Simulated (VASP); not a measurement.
An input for Ansatz (written as the equivalent of a VASP run, and not itself run):

Ansatz 0.2 input:
```yaml
crystal:
  lattice:
    - [1.5969738, -2.7660403, 0.0000000]
    - [1.5969738, 2.7660403, 0.0000000]
    - [0.0000000, 0.0000000, 5.1628760]
  atoms:
    - { symbol: Zn, position: [0.6666670, 0.3333330, 0.5017833] }
    - { symbol: Zn, position: [0.3333330, 0.6666670, 0.0017833] }
    - { symbol: O, position: [0.6666670, 0.3333330, 0.8802167] }
    - { symbol: O, position: [0.3333330, 0.6666670, 0.3802167] }
kpoints:
  mp_grid: { grid: [8, 8, 5] }
hamiltonian:
  xc: lda
  pseudopotentials: { kind: paw }
scf:
  occupations: { method: gaussian, width: 0.05 }
  max_iter: 100
relax:
  max_steps: 40
  f_tol: 0.02
  cell: {}
output: { forces: true, stress: true, eigenvalues: true }
```

Q: Write the VASP files for the same calculation (LDA).

A: One answer among several that fit: 
### INCAR
```
SYSTEM = ZnO
PREC = Accurate
ENCUT = 620
EDIFF = 1E-6
NELM = 100
ALGO = Normal
LREAL = .FALSE.
LASPH = .TRUE.
ISMEAR = 0
SIGMA = 0.05
LMAXMIX = 4
LWAVE = .FALSE.
LCHARG = .FALSE.
IBRION = 2
ISIF = 3
NSW = 40
EDIFFG = -0.02
```

### KPOINTS
```
Automatic
0
gamma
 8 8 5
```

File POSCAR:
```
ZnO
1.0
  1.5969738480  -2.7660402584   0.0000000000
  1.5969738480   2.7660402584   0.0000000000
  0.0000000000   0.0000000000   5.1628760036
Zn O
2 2
Direct
  0.6666670000   0.3333330000   0.5017833035
  0.3333330000   0.6666670000   0.0017833035
  0.6666670000   0.3333330000   0.8802166965
  0.3333330000   0.6666670000   0.3802166965
```

POTCAR, in this order: Zn O (LDA.64 set). Program: vasp_std.

The two are equivalent in intent, not identical: each code has its own PAW files, so the cut-off isn't converted (ENCUT is set for VASP's; basis.ecutwfc is left out, and Ansatz then takes the one that its files recommend); Ansatz stops its SCF on the density residual and VASP on the energy change (EDIFF); Ansatz's lda is the Perdew-Wang form, while the LDA potentials of VASP carry Perdew-Zunger's.

The compound is ZnO in the wurtzite structure. It was relaxed first.
